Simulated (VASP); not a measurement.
```yaml
crystal:
  lattice:
    - [3.25000, 0.00000, 0.00000]
    - [0.00000, 3.25000, 0.00000]
    - [0.00000, 0.00000, 16.87500]
  atoms:
    - { symbol: In, position: [0.50000, 0.50000, 0.35556] }
    - { symbol: In, position: [0.50000, 0.50000, 0.54815] }
    - { symbol: Pd, position: [0.00000, 0.00000, 0.45185] }
    - { symbol: Pd, position: [0.00000, 0.00000, 0.64444] }
```

All values below come from PBE GGA, VASP's PBE PAW potentials (set 64) (plane waves; VASP). Numerical set-up: 300 eV cut-off, 7×7×1 Γ-centred mesh, Gaussian smearing of 0.14 eV, potentials In_d Pd.

At this cut-off the stress carries a Pulay error, which pulls relaxed volumes low. The cell holds a wide vacuum, so values per volume refer to the whole cell.

Task: Give the force on each atom (eV/Å).

Result: 
```tsv
atom	Fx	Fy	Fz
In1	0.000	0.000	-0.377
In2	0.000	0.000	1.014
Pd3	0.000	0.000	-0.119
Pd4	0.000	0.000	-0.518
```

Task: Give the stress tensor in GPa (positive for a compressed cell).

Result: 
```
-0.32   0.00   0.00
 0.00  -0.32   0.00
 0.00   0.00   0.29
```
The pressure is its mean diagonal, -0.11 GPa.

The cell is a sheet with vacuum, built from a generated structure.
